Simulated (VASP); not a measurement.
Method: PBEsol GGA, VASP's PBE PAW potentials (set 64) (plane waves; VASP 6.6.1).

The input files of a VASP run:

**POSCAR**
```
WSe
1
    0.0000000000     3.0456000000     3.0456000000
    3.0456000000     0.0000000000     3.0456000000
    3.0456000000     3.0456000000     0.0000000000
W Se
1 1
Direct
  0.0000000000   0.0000000000   0.0000000000
  0.5000000000   0.5000000000   0.5000000000
```

INCAR:
```
SYSTEM = WSe
PREC = Accurate; ENCUT = 400; LREAL = .FALSE.
LASPH = .TRUE.
EDIFF = 1E-6; NELM = 100; ALGO = Normal
LMAXMIX = 6
ISMEAR = 1; SIGMA = 0.1
GGA = PS
IBRION = 2; NSW = 60; ISIF = 3
EDIFFG = -0.01
LWAVE = .FALSE.; LCHARG = .FALSE.
```

### KPOINTS
```
Automatic mesh
0
Gamma
9 9 9
0 0 0
```

POTCAR, in this order: W_sv Se (PBE.64 set). Program: vasp_std.

Output

File OSZICAR:
```
       N       E                     dE             d eps       ncg     rms          rms(c)
DAV:   1     0.103503300957E+03    0.10350E+03   -0.89970E+03  1012   0.115E+03
DAV:   2    -0.905064517949E+01   -0.11255E+03   -0.11068E+03  1232   0.290E+02
DAV:   3    -0.136457482549E+02   -0.45951E+01   -0.44867E+01  1232   0.538E+01
DAV:   4    -0.137072645892E+02   -0.61516E-01   -0.61283E-01  1046   0.684E+00
DAV:   5    -0.137080551707E+02   -0.79058E-03   -0.78993E-03  1154   0.825E-01    0.762E+00
DAV:   6    -0.127145426125E+02    0.99351E+00   -0.80621E+00  1032   0.164E+01    0.231E+00
DAV:   7    -0.125861201994E+02    0.12842E+00   -0.60583E-01  1064   0.489E+00    0.109E+00
DAV:   8    -0.125745831136E+02    0.11537E-01   -0.69278E-02  1220   0.146E+00    0.261E-01
DAV:   9    -0.125744701314E+02    0.11298E-03   -0.99115E-04   986   0.359E-01    0.113E-01
DAV:  10    -0.125745231128E+02   -0.52981E-04   -0.32563E-04  1148   0.208E-01    0.243E-02
DAV:  11    -0.125745273042E+02   -0.41914E-05   -0.26298E-05   986   0.522E-02    0.945E-03
DAV:  12    -0.125745259726E+02    0.13316E-05   -0.46378E-06   766   0.161E-02    0.214E-03
DAV:  13    -0.125745259276E+02    0.44955E-07   -0.19640E-07   490   0.466E-03
   1 F= -.12574526E+02 E0= -.12576440E+02  d E =-.125745E+02
       N       E                     dE             d eps       ncg     rms          rms(c)
DAV:   1    -0.102828027961E+03   -0.90254E+02   -0.18297E+03   986   0.415E+02    0.131E+02
DAV:   2    -0.284561474013E+02    0.74372E+02   -0.16775E+02  1160   0.200E+02    0.259E+01
DAV:   3    -0.153182374512E+02    0.13138E+02   -0.35200E+01  1076   0.704E+01    0.299E+01
DAV:   4    -0.152941204091E+02    0.24117E-01   -0.12623E+01  1028   0.274E+01    0.112E+01
DAV:   5    -0.143563719246E+02    0.93775E+00   -0.20177E+00  1124   0.146E+01    0.427E+00
DAV:   6    -0.141773306357E+02    0.17904E+00   -0.85568E-01  1148   0.797E+00    0.175E+00
DAV:   7    -0.141812072821E+02   -0.38766E-02   -0.18743E-02  1022   0.137E+00    0.207E-01
DAV:   8    -0.141809566501E+02    0.25063E-03   -0.13011E-03  1124   0.254E-01    0.140E-01
DAV:   9    -0.141809646676E+02   -0.80174E-05   -0.74488E-05  1064   0.886E-02    0.233E-02
DAV:  10    -0.141809639401E+02    0.72744E-06   -0.41368E-06  1138   0.211E-02
   2 F= -.14180964E+02 E0= -.14181920E+02  d E =-.160644E+01
       N       E                     dE             d eps       ncg     rms          rms(c)
DAV:   1    -0.267771769294E+02   -0.12596E+02   -0.27342E+02  1028   0.231E+02    0.252E+01
DAV:   2    -0.168508088404E+02    0.99264E+01   -0.54693E+01  1022   0.632E+01    0.116E+01
DAV:   3    -0.156355185557E+02    0.12153E+01   -0.26650E+00  1058   0.131E+01    0.509E+00
DAV:   4    -0.153995855978E+02    0.23593E+00   -0.12256E+00  1058   0.815E+00    0.110E+00
DAV:   5    -0.153954600691E+02    0.41255E-02   -0.62162E-02  1118   0.211E+00    0.669E-01
DAV:   6    -0.153997520537E+02   -0.42920E-02   -0.71477E-03  1064   0.683E-01    0.233E-01
DAV:   7    -0.153991954606E+02    0.55659E-03   -0.28262E-03  1094   0.357E-01    0.374E-02
DAV:   8    -0.153991936809E+02    0.17797E-05   -0.11066E-04  1052   0.765E-02    0.239E-02
DAV:   9    -0.153991934616E+02    0.21933E-06   -0.16420E-05  1130   0.329E-02    0.106E-02
DAV:  10    -0.153991928429E+02    0.61870E-06   -0.34494E-06   728   0.175E-02
   3 F= -.15399193E+02 E0= -.15399287E+02  d E =-.282467E+01
       N       E                     dE             d eps       ncg     rms          rms(c)
DAV:   1    -0.154419898447E+02   -0.42796E-01   -0.83725E-01  1022   0.112E+01    0.193E+00
DAV:   2    -0.154100794987E+02    0.31910E-01   -0.10084E-01  1040   0.310E+00    0.379E-01
DAV:   3    -0.154064425381E+02    0.36370E-02   -0.66695E-03  1094   0.727E-01    0.189E-01
DAV:   4    -0.154059678735E+02    0.47466E-03   -0.17602E-03  1118   0.368E-01    0.146E-01
DAV:   5    -0.154059991602E+02   -0.31287E-04   -0.86975E-05  1058   0.919E-02    0.120E-02
DAV:   6    -0.154059969966E+02    0.21636E-05   -0.10882E-05  1088   0.233E-02    0.330E-03
DAV:   7    -0.154059969344E+02    0.62218E-07   -0.43921E-07   580   0.600E-03
   4 F= -.15405997E+02 E0= -.15406060E+02  d E =-.283147E+01
       N       E                     dE             d eps       ncg     rms          rms(c)
DAV:   1    -0.154262261306E+02   -0.20229E-01   -0.46390E-01  1022   0.842E+00    0.145E+00
DAV:   2    -0.154085797020E+02    0.17646E-01   -0.55624E-02  1034   0.231E+00    0.286E-01
DAV:   3    -0.154065672521E+02    0.20124E-02   -0.36825E-03  1094   0.542E-01    0.139E-01
DAV:   4    -0.154063050878E+02    0.26216E-03   -0.96883E-04  1118   0.273E-01    0.109E-01
DAV:   5    -0.154063234135E+02   -0.18326E-04   -0.47975E-05  1070   0.684E-02    0.902E-03
DAV:   6    -0.154063222519E+02    0.11617E-05   -0.61228E-06  1070   0.175E-02    0.246E-03
DAV:   7    -0.154063221858E+02    0.66087E-07   -0.24124E-07   544   0.450E-03
   5 F= -.15406322E+02 E0= -.15406385E+02  d E =-.283180E+01
       N       E                     dE             d eps       ncg     rms          rms(c)
DAV:   1    -0.154287414986E+02   -0.22419E-01   -0.53291E-01  1034   0.909E+00    0.151E+00
DAV:   2    -0.154083912732E+02    0.20350E-01   -0.65891E-02  1040   0.248E+00    0.305E-01
DAV:   3    -0.154061296578E+02    0.22616E-02   -0.40909E-03  1094   0.561E-01    0.139E-01
DAV:   4    -0.154058151715E+02    0.31449E-03   -0.11529E-03  1106   0.297E-01    0.111E-01
DAV:   5    -0.154058274330E+02   -0.12262E-04   -0.53690E-05  1064   0.723E-02    0.109E-02
DAV:   6    -0.154058258213E+02    0.16117E-05   -0.69058E-06  1094   0.187E-02    0.242E-03
DAV:   7    -0.154058259874E+02   -0.16609E-06   -0.27020E-07   526   0.455E-03
   6 F= -.15405826E+02 E0= -.15405889E+02  d E =0.496198E-03
       N       E                     dE             d eps       ncg     rms          rms(c)
DAV:   1    -0.154150699803E+02   -0.92442E-02   -0.19523E-01  1022   0.546E+00    0.933E-01
DAV:   2    -0.154076327651E+02    0.74372E-02   -0.23569E-02  1034   0.150E+00    0.185E-01
DAV:   3    -0.154067894981E+02    0.84327E-03   -0.15406E-03  1088   0.349E-01    0.894E-02
DAV:   4    -0.154066800208E+02    0.10948E-03   -0.41091E-04  1112   0.178E-01    0.699E-02
DAV:   5    -0.154066887878E+02   -0.87670E-05   -0.19938E-05  1058   0.441E-02    0.607E-03
DAV:   6    -0.154066883818E+02    0.40601E-06   -0.24685E-06  1010   0.112E-02
   7 F= -.15406688E+02 E0= -.15406749E+02  d E =-.366196E-03
```

OUTCAR:
```
------------------------ aborting loop because EDIFF is reached ----------------------------------------
  FORCE on cell =-STRESS in cart. coord.  units (eV):
  Direction    XX          YY          ZZ          XY          YZ          ZX
  --------------------------------------------------------------------------------------
  Total       -0.0016290     -0.0016290     -0.0016290      0.0000000     -0.0000000      0.0000000
  in kB       -0.0756231     -0.0756231     -0.0756231      0.0000000     -0.0000000      0.0000000
  external PRESSURE =      -0.0756231 kB  Pullay stress =       0.0000000 kB
  volume of cell :       34.51
      direct lattice vectors                 reciprocal lattice vectors
    -0.000000000  2.584162806  2.584162806    -0.193486261  0.193486261  0.193486261
     2.584162806  0.000000000  2.584162806     0.193486261 -0.193486261  0.193486261
     2.584162806  2.584162806  0.000000000     0.193486261  0.193486261 -0.193486261
 POSITION                                       TOTAL-FORCE (eV/Angst)
 -----------------------------------------------------------------------------------
      0.00000      0.00000      0.00000         0.000000      0.000000     -0.000000
      2.58416      2.58416      2.58416        -0.000000     -0.000000      0.000000
 -----------------------------------------------------------------------------------
    total drift:                               -0.000000      0.000000      0.000000
  FREE ENERGIE OF THE ION-ELECTRON SYSTEM (eV)
  ---------------------------------------------------
  free  energy   TOTEN  =       -15.4066883818 eV

  energy  without entropy=      -15.4068708697  energy(sigma->0) =      -15.40674921

 reached required accuracy - stopping structural energy minimisation
```
(Selected blocks of OUTCAR.)

File CONTCAR:
```
WSe
   1.00000000000000
    -0.0000000000000000    2.5841628055681336    2.5841628055681340
     2.5841628055681336    0.0000000000000000    2.5841628055681340
     2.5841628055681336    2.5841628055681336    0.0000000000000000
  W               Se
     1     1
Direct
     0.0000000000000000    0.0000000000000000    0.0000000000000000
     0.5000000000000000    0.5000000000000000    0.5000000000000000
```

Energy and stress use the plane-wave basis of the starting cell.

The structure was generated: WSe was put into the rock salt type (Fm-3m), which need not be its known phase. This run relaxes it. Symmetry was kept, so distortions that lower it aren't found. VASP warned that the highest band is occupied, so more bands are needed.
